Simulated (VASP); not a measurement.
# Which face does Re expose?, part 4 of 5

How do surface energy, work function and relaxation of Re depend on the face?

VASP 6.6.1; PBEsol; plane waves and PAW (Re).

So far. Step 4 (Relaxing the slab, 8 atoms, face Re(0001)): The run ended after 12 ionic steps, 0.210 eV below its first step, once the forces on the free atoms met EDIFFG = -0.03. Step 5 (Vacuum level and density of states, 8 atoms, face …): The vacuum level lies 5.03 eV above the Fermi level at the upper face; both faces agree, as the slab has next to no dipole.

### 6. Relaxing the slab, 12 atoms, face Re(10-10)

System of this step: Re(10-10). The cell holds 12 atoms: 12 Re. Cell: a = 2.751 Å, b = 4.443 Å, c = 27.706 Å, α = 90.0°, β = 90.0°, γ = 90.0°. It derives from Re. 12 layers of hcp Re, cut at this functional's lattice. Vacuum lies along c.

INCAR reads:

```
SYSTEM = Re
PREC = Normal
ENCUT = 320
EDIFF = 1E-05
NELM = 120
ISMEAR = 1
SIGMA = 0.15
LREAL = .FALSE.
ALGO = Fast
GGA = PS
NBANDS = 54
LASPH = .TRUE.
LORBIT = 11
LWAVE = .FALSE.
LCHARG = .FALSE.
KPAR = 4
IBRION = 2
NSW = 40
ISIF = 2
EDIFFG = -0.03
POTIM = 0.4
MAXMIX = 40
```

POSCAR reads:

```
Re
1.0
    2.7508847553      0.0000000000      0.0000000000
    0.0000000000      4.4429597591      0.0000000000
    0.0000000000      0.0000000000     27.7057924319
Re
12
Direct
    0.0000000000      0.0000000000      0.2707015200
    0.5000000000      0.0000000000      0.3566884500
    0.5000000000      0.5000000000      0.2993638300
    0.0000000000      0.0000000000      0.4426753800
    0.0000000000      0.5000000000      0.3853507600
    0.5000000000      0.0000000000      0.5286623100
    0.5000000000      0.5000000000      0.4713376900
    0.0000000000      0.0000000000      0.6146492400
    0.0000000000      0.5000000000      0.5573246200
    0.5000000000      0.0000000000      0.7006361700
    0.5000000000      0.5000000000      0.6433115500
    0.0000000000      0.5000000000      0.7292984800
```

KPOINTS reads:

```
Automatic mesh
0
Gamma
11 7 1
0 0 0
```

Potentials, in the order of the species: Re (PBE family, release 64).

On the command line:

```bash
mpirun -np 4 vasp_std
```

The log of the run:

```text
[banner, memory and clock lines left out]
running    4 mpi-ranks, on    1 nodes
 distrk:  each k-point on    1 cores,    4 groups
 distr:  one band on    1 cores,    1 groups

 POSCAR found type information on POSCAR Re
 POSCAR found :  1 types and      12 ions
 [... a notice as in an earlier step ...]

 LDA part: xc-table for (Slater+PW92), standard interpolation
 POSCAR, INCAR and KPOINTS ok, starting setup
 FFT: planning ... GRIDC
 FFT: planning ... GRID_SOFT
 FFT: planning ... GRID
 WAVECAR not read
 entering main loop
       N       E                     dE             d eps       ncg     rms          rms(c)
DAV:   1     0.916545786832E+03    0.91655E+03   -0.22683E+04  4112   0.136E+03
DAV:   2     0.338819777891E+02   -0.88266E+03   -0.80235E+03  4296   0.155E+03
DAV:   3    -0.134064647516E+03   -0.16795E+03   -0.15793E+03  5062   0.571E+02
DAV:   4    -0.158457102285E+03   -0.24392E+02   -0.22070E+02  4504   0.227E+02
DAV:   5    -0.164521317215E+03   -0.60642E+01   -0.56696E+01  5052   0.625E+01    0.105E+02
RMM:   6    -0.170454844066E+03   -0.59335E+01   -0.18505E+01  3065   0.688E+01    0.454E+01
RMM:   7    -0.368442115399E+03   -0.19799E+03   -0.42587E+02  4697   0.283E+02    0.159E+02
RMM:   8    -0.387143892337E+03   -0.18702E+02   -0.34648E+02  4642   0.961E+01    0.100E+02
RMM:   9    -0.171430944616E+03    0.21571E+03   -0.50438E+01  3489   0.127E+02    0.215E+01
RMM:  10    -0.151687615539E+03    0.19743E+02   -0.66048E+01  3684   0.434E+01    0.113E+01
RMM:  11    -0.153979176370E+03   -0.22916E+01   -0.22968E+01  4379   0.219E+01    0.665E+00
RMM:  12    -0.154777011589E+03   -0.79784E+00   -0.48104E+00  3760   0.155E+01    0.556E+00
RMM:  13    -0.154882935819E+03   -0.10592E+00   -0.35016E+00  4479   0.698E+00    0.546E+00
RMM:  14    -0.155250513062E+03   -0.36758E+00   -0.10855E+00  4469   0.433E+00    0.597E+00
RMM:  15    -0.155228795359E+03    0.21718E-01   -0.10162E+00  4335   0.359E+00    0.574E+00
RMM:  16    -0.155119535867E+03    0.10926E+00   -0.67219E-01  4577   0.215E+00    0.483E+00
RMM:  17    -0.155008042181E+03    0.11149E+00   -0.82860E-01  4248   0.328E+00    0.374E+00
RMM:  18    -0.155031379308E+03   -0.23337E-01   -0.44569E-01  4630   0.171E+00    0.316E+00
RMM:  19    -0.155046870269E+03   -0.15491E-01   -0.39234E-01  4524   0.152E+00    0.232E+00
RMM:  20    -0.155061667830E+03   -0.14798E-01   -0.26520E-01  4492   0.129E+00    0.157E+00
RMM:  21    -0.155082801423E+03   -0.21134E-01   -0.23211E-01  4583   0.979E-01    0.123E+00
RMM:  22    -0.155094825076E+03   -0.12024E-01   -0.13045E-01  4427   0.847E-01    0.904E-01
RMM:  23    -0.155104691892E+03   -0.98668E-02   -0.10735E-01  4544   0.570E-01    0.852E-01
RMM:  24    -0.155111011665E+03   -0.63198E-02   -0.66598E-02  4479   0.430E-01    0.782E-01
RMM:  25    -0.155115005526E+03   -0.39939E-02   -0.48247E-02  3958   0.484E-01    0.667E-01
RMM:  26    -0.155118765991E+03   -0.37605E-02   -0.37589E-02  4074   0.329E-01    0.446E-01
RMM:  27    -0.155121700862E+03   -0.29349E-02   -0.28066E-02  3912   0.274E-01    0.261E-01
RMM:  28    -0.155123994140E+03   -0.22933E-02   -0.22865E-02  3359   0.202E-01    0.214E-01
RMM:  29    -0.155125881796E+03   -0.18877E-02   -0.18617E-02  3205   0.190E-01    0.193E-01
RMM:  30    -0.155127370545E+03   -0.14887E-02   -0.14519E-02  2914   0.199E-01    0.147E-01
[...]
RMM:  49    -0.155134077548E+03   -0.55661E-04   -0.54172E-04  2023   0.149E-01    0.155E-02
RMM:  50    -0.155134124515E+03   -0.46967E-04   -0.45795E-04  1998   0.146E-01    0.279E-02
RMM:  51    -0.155134169942E+03   -0.45426E-04   -0.39837E-04  1974   0.139E-01    0.170E-02
RMM:  52    -0.155134204317E+03   -0.34375E-04   -0.33732E-04  1977   0.141E-01    0.204E-02
RMM:  53    -0.155134233033E+03   -0.28717E-04   -0.27282E-04  1943   0.137E-01    0.227E-02
RMM:  54    -0.155134257013E+03   -0.23980E-04   -0.22967E-04  1935   0.138E-01    0.166E-02
RMM:  55    -0.155134278790E+03   -0.21776E-04   -0.19936E-04  1954   0.138E-01    0.292E-02
RMM:  56    -0.155134298352E+03   -0.19563E-04   -0.16671E-04  1917   0.130E-01    0.173E-02
RMM:  57    -0.155134313054E+03   -0.14702E-04   -0.14536E-04  1934   0.134E-01    0.289E-02
RMM:  58    -0.155134327306E+03   -0.14252E-04   -0.12226E-04  1893   0.130E-01    0.194E-02
RMM:  59    -0.155134337424E+03   -0.10118E-04   -0.10634E-04  1889   0.131E-01    0.246E-02
RMM:  60    -0.155134344829E+03   -0.74046E-05   -0.77113E-05  1906   0.132E-01
   1 F= -.15513434E+03 E0= -.15513321E+03  d E =-.155134E+03
 curvature:   0.00 expect dE= 0.000E+00 dE for cont linesearch  0.000E+00
 trial: gam= 0.00000 g(F)=  0.230E+00 g(S)=  0.000E+00 ort = 0.000E+00 (trialstep = 0.100E+01)
 search vector abs. value=  0.230E+00
 bond charge predicted
       N       E                     dE             d eps       ncg     rms          rms(c)
DAV:   1    -0.155147959721E+03   -0.13622E-01   -0.31270E+01  4072   0.274E+01    0.167E+00
RMM:   2    -0.155177574884E+03   -0.29615E-01   -0.45933E-01  2840   0.150E+01    0.334E+00
RMM:   3    -0.155274091386E+03   -0.96517E-01   -0.92985E-01  3693   0.429E+00    0.342E+00
RMM:   4    -0.155282116594E+03   -0.80252E-02   -0.14495E-01  3865   0.157E+00    0.342E+00
RMM:   5    -0.155286701778E+03   -0.45852E-02   -0.47020E-02  4318   0.690E-01    0.341E+00
RMM:   6    -0.155293276552E+03   -0.65748E-02   -0.28729E-02  4130   0.616E-01    0.366E+00
RMM:   7    -0.155333165955E+03   -0.39889E-01   -0.52894E-02  4067   0.126E+00    0.358E+00
RMM:   8    -0.155346520109E+03   -0.13354E-01   -0.26517E-02  4264   0.473E-01    0.365E+00
RMM:   9    -0.155340435004E+03    0.60851E-02   -0.10742E-02  4343   0.293E-01    0.374E+00
RMM:  10    -0.155326589789E+03    0.13845E-01   -0.47271E-03  3607   0.386E-01    0.386E+00
RMM:  11    -0.155310984877E+03    0.15605E-01   -0.56281E-03  3989   0.480E-01    0.405E+00
RMM:  12    -0.155369502584E+03   -0.58518E-01   -0.27882E-02  4692   0.157E+00    0.341E+00
RMM:  13    -0.155341423919E+03    0.28079E-01   -0.38924E-03  3809   0.644E-01    0.402E+00
RMM:  14    -0.155300625557E+03    0.40798E-01   -0.17633E-02  4585   0.127E+00    0.556E+00
RMM:  15    -0.155308079884E+03   -0.74543E-02   -0.19747E-03  3500   0.382E-01    0.486E+00
RMM:  16    -0.155309356871E+03   -0.12770E-02   -0.69596E-03  4406   0.716E-01    0.352E+00
RMM:  17    -0.155311315697E+03   -0.19588E-02   -0.76440E-03  4613   0.788E-01    0.222E+00
RMM:  18    -0.155298834855E+03    0.12481E-01   -0.68505E-03  4217   0.529E-01    0.213E+00
RMM:  19    -0.155302663013E+03   -0.38282E-02   -0.36515E-03  3979   0.431E-01    0.228E+00
RMM:  20    -0.155298279849E+03    0.43832E-02   -0.15812E-02  4582   0.788E-01    0.238E+00
RMM:  21    -0.155300352729E+03   -0.20729E-02   -0.11329E-02  4327   0.429E-01    0.242E+00
RMM:  22    -0.155288629018E+03    0.11724E-01   -0.18474E-02  4703   0.122E+00    0.278E+00
RMM:  23    -0.155286633704E+03    0.19953E-02   -0.60170E-03  4177   0.394E-01    0.291E+00
RMM:  24    -0.155284772100E+03    0.18616E-02   -0.49917E-03  4145   0.384E-01    0.285E+00
RMM:  25    -0.155285626403E+03   -0.85430E-03   -0.11246E-03  3348   0.265E-01    0.258E+00
RMM:  26    -0.155286744514E+03   -0.11181E-02   -0.18191E-03  3841   0.350E-01    0.249E+00
RMM:  27    -0.155285853396E+03    0.89112E-03   -0.50089E-03  4534   0.503E-01    0.275E+00
RMM:  28    -0.155287242225E+03   -0.13888E-02   -0.19094E-03  3967   0.215E-01    0.267E+00
RMM:  29    -0.155287376169E+03   -0.13394E-03   -0.38851E-04  2806   0.194E-01    0.254E+00
RMM:  30    -0.155287256440E+03    0.11973E-03   -0.82153E-04  3601   0.292E-01    0.216E+00
[...]
RMM:  39    -0.155283686543E+03    0.26598E-02   -0.34123E-03  4474   0.399E-01    0.678E-01
RMM:  40    -0.155282259738E+03    0.14268E-02   -0.68619E-03  4687   0.496E-01    0.437E-01
RMM:  41    -0.155282333796E+03   -0.74058E-04   -0.27430E-03  4354   0.198E-01    0.349E-01
RMM:  42    -0.155282262064E+03    0.71732E-04   -0.45897E-03  4696   0.482E-01    0.197E-01
RMM:  43    -0.155282172836E+03    0.89229E-04   -0.12049E-03  4186   0.258E-01    0.451E-02
RMM:  44    -0.155282240628E+03   -0.67793E-04   -0.36121E-04  2695   0.830E-02    0.535E-02
RMM:  45    -0.155282271445E+03   -0.30816E-04   -0.16909E-04  2482   0.856E-02    0.363E-02
RMM:  46    -0.155282297804E+03   -0.26360E-04   -0.11380E-04  2247   0.108E-01    0.621E-02
RMM:  47    -0.155282324280E+03   -0.26476E-04   -0.51833E-05  1987   0.140E-01    0.680E-02
RMM:  48    -0.155282337666E+03   -0.13386E-04   -0.38000E-05  1942   0.180E-01    0.838E-02
RMM:  49    -0.155282348857E+03   -0.11191E-04   -0.34261E-05  1990   0.222E-01    0.600E-02
RMM:  50    -0.155282355721E+03   -0.68639E-05   -0.37254E-05  2040   0.218E-01
   2 F= -.15528236E+03 E0= -.15528018E+03  d E =-.148011E+00
[... from here on, the cycles between the ionic steps are left out ...]
   3 F= -.15529358E+03 E0= -.15529093E+03  d E =-.159239E+00
   4 F= -.15531023E+03 E0= -.15530770E+03  d E =-.166438E-01
   5 F= -.15531446E+03 E0= -.15531230E+03  d E =-.208738E-01
   6 F= -.15531856E+03 E0= -.15531666E+03  d E =-.410619E-02
   7 F= -.15531983E+03 E0= -.15531814E+03  d E =-.537592E-02
   8 F= -.15532005E+03 E0= -.15531846E+03  d E =-.559098E-02
   9 F= -.15532150E+03 E0= -.15532002E+03  d E =-.145221E-02
  10 F= -.15532174E+03 E0= -.15532030E+03  d E =-.169188E-02
 curvature:  -1.39 expect dE=-0.634E-03 dE for cont linesearch -0.412E-07
 trial: gam= 0.33954 g(F)=  0.457E-03 g(S)=  0.000E+00 ort =-0.807E-05 (trialstep = 0.154E+01)
 search vector abs. value=  0.704E-03
 bond charge predicted
       N       E                     dE             d eps       ncg     rms          rms(c)
DAV:   1    -0.155321573225E+03    0.16259E-03   -0.21849E-01  4002   0.234E+00    0.229E-01
RMM:   2    -0.155321887343E+03   -0.31412E-03   -0.38257E-03  2968   0.116E+00    0.150E-01
RMM:   3    -0.155322491157E+03   -0.60381E-03   -0.52055E-03  3652   0.350E-01    0.101E-01
RMM:   4    -0.155322465374E+03    0.25783E-04   -0.77600E-04  3506   0.157E-01    0.788E-02
RMM:   5    -0.155322446917E+03    0.18457E-04   -0.85923E-05  2127   0.846E-02    0.732E-02
RMM:   6    -0.155322465801E+03   -0.18884E-04   -0.41736E-04  3424   0.121E-01    0.697E-02
RMM:   7    -0.155322464513E+03    0.12883E-05   -0.11208E-05  1577   0.790E-02
  11 F= -.15532246E+03 E0= -.15532109E+03  d E =-.723677E-03
 trial-energy change:   -0.000724  1 .order   -0.000492   -0.000699   -0.000286
 step:   1.7588(harm=  2.6055)  dis= 0.00458  next Energy=  -155.322486 (dE=-0.745E-03)
 reached required accuracy - stopping structural energy minimisation
```

The job ended after 5.6 min (4 MPI ranks of Intel Xeon 6975P-C (Granite Rapids), shared host; peak memory 1.1 GiB; 22 min of CPU time).

OUTCAR, selected parts (step 6):

```text
   k-points           NKPTS =     24   k-points in BZ     NKDIM =     24   number of bands    NBANDS=     54

   ENCUT  =  320.0 eV  23.52 Ry    4.85 a.u.   4.01  6.48 40.41*2*pi/ulx,y,z

   NELECT =      84.0000    total number of electrons

 E-fermi :   1.8391

 k-point     1 :       0.0000    0.0000    0.0000
  band No.  band energies     occupation
    ...
     42       1.3731      2.00010
     43       1.4292      2.00077
     44       1.4953      2.00558
     45       1.7707      1.68969
     46       1.7892      1.52991
     47       2.0391     -0.06780
     48       2.0487     -0.06372
     49       2.1458     -0.01381
     50       2.2261     -0.00161
     51       2.5814     -0.00000
    ...

  Total       -6.9826130    -11.9350904     -2.2668478      0.0000000      0.0000000      0.0000000
  in kB      -33.0379582    -56.4704100    -10.7255011      0.0000000      0.0000000      0.0000000
  external PRESSURE =     -33.4112898 kB  Pullay stress =       0.0000000 kB

 POSITION                                       TOTAL-FORCE (eV/Angst)
 -----------------------------------------------------------------------------------
      0.00000      0.00000      7.62139         0.000000      0.000000      0.008030
      1.37544      0.00000      9.87731         0.000000      0.000000     -0.001843
      1.37544      2.22148      8.27700         0.000000      0.000000      0.027682
      0.00000      0.00000     12.26714         0.000000      0.000000      0.013465
      0.00000      2.22148     10.65092         0.000000      0.000000      0.006165
      1.37544      0.00000     14.65764         0.000000      0.000000     -0.017888
      1.37544      2.22148     13.04815         0.000000      0.000000      0.017888
      0.00000      0.00000     17.05488         0.000000      0.000000     -0.006165
      0.00000      2.22148     15.43865         0.000000      0.000000     -0.013465
      1.37544      0.00000     19.42879         0.000000      0.000000     -0.027682
      1.37544      2.22148     17.82848         0.000000      0.000000      0.001843
      0.00000      2.22148     20.08440         0.000000      0.000000     -0.008030
 -----------------------------------------------------------------------------------
    total drift:                                0.000000      0.000000     -0.000000

  FREE ENERGIE OF THE ION-ELECTRON SYSTEM (eV)
  ---------------------------------------------------
  free  energy   TOTEN  =      -155.3224645129 eV

  energy  without entropy=     -155.3183360960  energy(sigma->0) =     -155.32108837

[... 1 part as in an earlier step ...]

[... 15 further parts left out ...]
```

CONTCAR:

```
Re
   1.00000000000000
     2.7508847553000000    0.0000000000000000    0.0000000000000000
     0.0000000000000000    4.4429597590999999    0.0000000000000000
     0.0000000000000000    0.0000000000000000   27.7057924319000008
  Re
    12
Direct
     0.0000000000000000    0.0000000000000000    0.2750829069374270
     0.5000000000000000    0.0000000000000000    0.3565069613422401
     0.5000000000000000    0.5000000000000000    0.2987462829894193
     0.0000000000000000    0.0000000000000000    0.4427645267649462
     0.0000000000000000    0.5000000000000000    0.3844292104699006
     0.5000000000000000    0.0000000000000000    0.5290459740941971
     0.5000000000000000    0.5000000000000000    0.4709540259058029
     0.0000000000000000    0.0000000000000000    0.6155707895300994
     0.0000000000000000    0.5000000000000000    0.5572354732350538
     0.5000000000000000    0.0000000000000000    0.7012537170105808
     0.5000000000000000    0.5000000000000000    0.6434930386577598
     0.0000000000000000    0.5000000000000000    0.7249170930625729
```

The run keeps the 8 symmetry operations of its start, so it cannot find a distortion of lower symmetry.

Step by step:

```tsv
step	energy less that of the first step (eV)	largest force (eV/Å)
1	0.0000	1.4152
2	-0.1480	0.5323
3	-0.1592	0.4089
4	-0.1759	0.2320
5	-0.1801	0.1950
6	-0.1842	0.0942
7	-0.1855	0.0762
8	-0.1857	0.0967
9	-0.1872	0.0556
10	-0.1874	0.0619
11	-0.1881	0.0277
```

The atoms that moved most (Å):

```tsv
atom	dx	dy	dz	length
Re1	0.000	0.000	0.121	0.121
Re12	0.000	0.000	-0.121	0.121
Re8	0.000	0.000	0.026	0.026
Re5	0.000	0.000	-0.026	0.026
Re3	0.000	0.000	-0.017	0.017
Re10	0.000	0.000	0.017	0.017
Re6	0.000	0.000	0.011	0.011
Re7	0.000	0.000	-0.011	0.011
```

The relaxed structure:

```cif
data_structure
_symmetry_space_group_name_H-M 'P 1'
_symmetry_Int_Tables_number 1
_cell_length_a 2.7509
_cell_length_b 4.4430
_cell_length_c 27.7058
_cell_angle_alpha 90.000
_cell_angle_beta 90.000
_cell_angle_gamma 90.000
_cell_volume 338.62
loop_
_atom_site_label
_atom_site_type_symbol
_atom_site_fract_x
_atom_site_fract_y
_atom_site_fract_z
_atom_site_occupancy
Re1 Re 0.00000 0.00000 0.27508 1
Re2 Re 0.50000 0.00000 0.35651 1
Re3 Re 0.50000 0.50000 0.29875 1
Re4 Re 0.00000 0.00000 0.44276 1
Re5 Re 0.00000 0.50000 0.38443 1
Re6 Re 0.50000 0.00000 0.52905 1
Re7 Re 0.50000 0.50000 0.47095 1
Re8 Re 0.00000 0.00000 0.61557 1
Re9 Re 0.00000 0.50000 0.55724 1
Re10 Re 0.50000 0.00000 0.70125 1
Re11 Re 0.50000 0.50000 0.64349 1
Re12 Re 0.00000 0.50000 0.72492 1
```

Numbers from this step:

```yaml
electronic_cycles: 196
electrons: 84
free_energy_toten: -155.3225 eV
energy_at_zero_smearing: -155.3211 eV
fermi_energy: 1.839 eV
```

The run ended after 11 ionic steps, 0.188 eV below its first step, once the forces on the free atoms met EDIFFG = -0.03.

[end of part 4 of 5]

[Lines on the potential files, build, host, timing and source positions are cut from VASP's logs without a mark.]

[Logs are printed without paths, hosts, clocks, repeated set-up lines and the standing remarks that a program may print on its own settings, such as how far it seeks lower states.]

[Hosts, paths, dates, database ids (printed as entryN), source tags and the programs' standing remarks are cut or masked in the printed files.]

[Runs that stopped without an error message from VASP are left out.]
